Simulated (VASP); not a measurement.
Output of a VASP run:

### OUTCAR
```
 ion  position               nearest neighbor table
   1  0.500  0.500  0.500-   2 3.26   2 3.26   2 3.26   2 3.26   2 3.26   2 3.26
   2  0.000  0.000  0.000-   1 3.26   1 3.26   1 3.26   1 3.26   1 3.26   1 3.26
  LATTYP: Found a face centered cubic cell.
 ALAT       =     6.5239645560
 Subroutine PRICEL returns:
 Original cell was already a primitive cell.
 Subroutine GETGRP returns: Found 48 space group operations
The static configuration has the point symmetry O_h .
The dynamic configuration has the point symmetry O_h .
 Subroutine INISYM returns: Found 48 space group operations
 Subroutine IBZKPT returns following result:
 Found     20 irreducible k-points:

 Following reciprocal coordinates:
            Coordinates               Weight
  0.000000  0.000000  0.000000      1.000000
  0.142857  0.000000  0.000000      8.000000
  0.285714  0.000000  0.000000      8.000000
  0.428571  0.000000  0.000000      8.000000
  0.142857  0.142857  0.000000      6.000000
  0.285714  0.142857  0.000000     24.000000
  0.428571  0.142857  0.000000     24.000000
 -0.428571  0.142857  0.000000     24.000000
 -0.285714  0.142857  0.000000     24.000000
 -0.142857  0.142857  0.000000     12.000000
  0.285714  0.285714  0.000000      6.000000
  0.428571  0.285714  0.000000     24.000000
 -0.428571  0.285714  0.000000     24.000000
 -0.285714  0.285714  0.000000     12.000000
  0.428571  0.428571  0.000000      6.000000
 -0.428571  0.428571  0.000000     12.000000
  0.428571  0.285714  0.142857     24.000000
 -0.428571  0.285714  0.142857     48.000000
 -0.428571  0.428571  0.142857     24.000000
 -0.285714  0.428571  0.142857     24.000000
   k-points           NKPTS =     20   k-points in BZ     NKDIM =     20   number of bands    NBANDS=     14
   number of dos      NEDOS =    301   number of ions     NIONS =      2
   total plane-waves  NPLWV =  46656
   dimension x,y,z NGX =    36 NGY =   36 NGZ =   36
   dimension x,y,z NGXF=    72 NGYF=   72 NGZF=   72
   ions per type =               1   1
   PREC   = accura    normal or accurate (medium, high low for compatibility)
   ISTART =      0    job   : 0-new  1-cont  2-samecut
   ICHARG =      2    charge: 1-file 2-atom 10-const
   ISPIN  =      1    spin polarized calculation?
   LNONCOLLINEAR =      F non collinear calculations
   LSORBIT =      F    spin-orbit coupling
   INIWAV =      1    electr: 0-lowe 1-rand  2-diag
   ENCUT  =  520.0 eV  38.22 Ry    6.18 a.u.   8.58  8.58  8.58*2*pi/ulx,y,z
   NELM   =    100;   NELMIN=  2; NELMDL= -5     # of ELM steps
   EDIFF  = 0.1E-06   stopping-criterion for ELM
   LREAL  =      F    real-space projection
   NLSPLINE    = F    spline interpolate recip. space projectors
   LMAXMIX     =    4 max onsite mixed and CHGCAR
   VOSKOWN=      0    Vosko Wilk Nusair interpolation
   EDIFFG = 0.1E-05   stopping-criterion for IOM
   NSW    =      0    number of steps for IOM
   NBLOCK =      1;   KBLOCK =      1    inner block; outer block
   IBRION =     -1    ionic relax: 0-MD 1-quasi-New 2-CG
   NFREE  =      0    steps in history (QN), initial steepest desc. (CG)
   ISIF   =      2    stress and relaxation
   ISYM   =      2    0-nonsym 1-usesym 2-fastsym
   TEIN   =    0.0    initial temperature
   TEBEG  =    0.0;   TEEND  =   0.0 temperature during run
   SMASS  =  -3.00    Nose mass-parameter (am)
   PSTRESS=    0.0 pullay stress
   NELECT =      20.0000    total number of electrons
   EFERMI =   0.00;   METHOD = LEGACY
   ISMEAR =     0;   SIGMA  =   0.05  broadening in eV -4-tet -1-fermi 0-gaus
   IALGO  =     38    algorithm
   LDIAG  =      T    sub-space diagonalisation (order eigenvalues)
   IMIX   =      4    mixing-type and parameters
     AMIX     =   0.40;   BMIX     =  1.00
     AMIX_MAG =   1.60;   BMIX_MAG =  1.00
     AMIN     =   0.10
   GGA     = AM    functional components
   VOSKOWN =     0    Vosko Wilk Nusair interpolation
   LHFCALC =     F    Hartree Fock is set to
   LHFONE  =     F    Hartree Fock one center treatment
...
```

File OSZICAR:
```
       N       E                     dE             d eps       ncg     rms          rms(c)
DAV:   1     0.157481945582E+03    0.15748E+03   -0.93304E+03   566   0.138E+03
DAV:   2     0.449731381304E+01   -0.15298E+03   -0.15064E+03   578   0.339E+02
DAV:   3    -0.749354855867E+01   -0.11991E+02   -0.11959E+02   752   0.102E+02
DAV:   4    -0.778050944390E+01   -0.28696E+00   -0.28688E+00   660   0.193E+01
DAV:   5    -0.778950618847E+01   -0.89967E-02   -0.89967E-02   770   0.303E+00    0.319E+00
DAV:   6    -0.766105417606E+01    0.12845E+00   -0.31093E-01   736   0.429E+00    0.194E+00
DAV:   7    -0.765730925879E+01    0.37449E-02   -0.87730E-02   684   0.160E+00    0.874E-01
DAV:   8    -0.765905182184E+01   -0.17426E-02   -0.99652E-03   596   0.118E+00    0.147E-01
DAV:   9    -0.765899954793E+01    0.52274E-04   -0.13255E-03   800   0.419E-01    0.615E-02
DAV:  10    -0.765905827041E+01   -0.58722E-04   -0.18508E-04   572   0.116E-01    0.214E-02
DAV:  11    -0.765907198998E+01   -0.13720E-04   -0.54020E-05   660   0.590E-02    0.163E-02
DAV:  12    -0.765907155278E+01    0.43720E-06   -0.31818E-06   716   0.131E-02    0.112E-02
DAV:  13    -0.765907133175E+01    0.22103E-06   -0.73745E-07   608   0.639E-03    0.299E-03
DAV:  14    -0.765907128284E+01    0.48911E-07   -0.69080E-07   680   0.826E-03
   1 F= -.76590713E+01 E0= -.76590713E+01  d E =-.121429E-13
```

OUTCAR:
```
------------------------ aborting loop because EDIFF is reached ----------------------------------------
  FORCE on cell =-STRESS in cart. coord.  units (eV):
  Direction    XX          YY          ZZ          XY          YZ          ZX
  --------------------------------------------------------------------------------------
  Total       -0.4787999     -0.4787999     -0.4787999      0.0000000      0.0000000     -0.0000000
  in kB      -11.0507023    -11.0507023    -11.0507023      0.0000000      0.0000000     -0.0000000
  external PRESSURE =     -11.0507023 kB  Pullay stress =       0.0000000 kB
  volume of cell :       69.42
      direct lattice vectors                 reciprocal lattice vectors
     0.000000000  3.261982278  3.261982278    -0.153281029  0.153281029  0.153281029
     3.261982278  0.000000000  3.261982278     0.153281029 -0.153281029  0.153281029
     3.261982278  3.261982278  0.000000000     0.153281029  0.153281029 -0.153281029
  FREE ENERGIE OF THE ION-ELECTRON SYSTEM (eV)
  ---------------------------------------------------
  free  energy   TOTEN  =        -7.6590712828 eV

  energy  without entropy=       -7.6590712828  energy(sigma->0) =       -7.65907128
```
(Selected blocks of OUTCAR.)

POSCAR:
```
PbTe
1
    0.0000000000     3.2619822780     3.2619822780
    3.2619822780     0.0000000000     3.2619822780
    3.2619822780     3.2619822780     0.0000000000
Te Pb
1 1
Direct
  0.5000000000   0.5000000000   0.5000000000
  0.0000000000   0.0000000000   0.0000000000
```

Q: Write an INCAR and KPOINTS that could have produced this output.

A: One answer among several that fit: the input of the run itself, AM05 GGA, plane waves, VASP's PBE PAW potentials (set 64).

INCAR:
```
ALGO=Normal
EDIFF=1E-7
ENCUT=520
GGA=AM
ISIF=2
ISMEAR=0
LASPH=.TRUE.
LCHARG=.FALSE.
LMAXMIX=4
LREAL=.FALSE.
LWAVE=.FALSE.
NELM=100
PREC=Accurate
SIGMA=0.05
SYSTEM=PbTe
```

### KPOINTS
```
Regular mesh
0
gamma
 7 7 7
```

POTCAR, in this order: Te Pb_d (PBE.64 set). Program: vasp_std.

The compound is PbTe in the rock salt structure. This cell is one point of a volume scan, at 1.03 of the reference volume.
